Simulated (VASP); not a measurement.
Energy against volume of Te (trig). Level of theory: optB86b-vdW, VASP's PBE PAW potentials (set 64) (plane waves; VASP). Numerical set-up: 520 eV cut-off, 6×6×4 Γ-centred mesh, Gaussian smearing of 0.050 eV, potentials Te.

Shape and ions are relaxed at each volume.

```csv
V (Å³/atom),E (eV/atom)
31.470,-1.31494
32.474,-1.32473
33.478,-1.32773
34.483,-1.32548
```

Question: Fit these four points and predict the energy of the run at 35.487 Å³/atom.

Answer: A cubic in V^(−2/3), the third-order Birch-Murnaghan form, passes through the four points with V0 = 33.51 Å³/atom and B0 = 28 GPa, and gives -1.3192 eV/atom there. The run gave -1.3191 eV/atom, +0.2 meV/atom from the fit; all five points give B0 = 28 GPa.

The compound is Te in the trig structure. It was relaxed first.
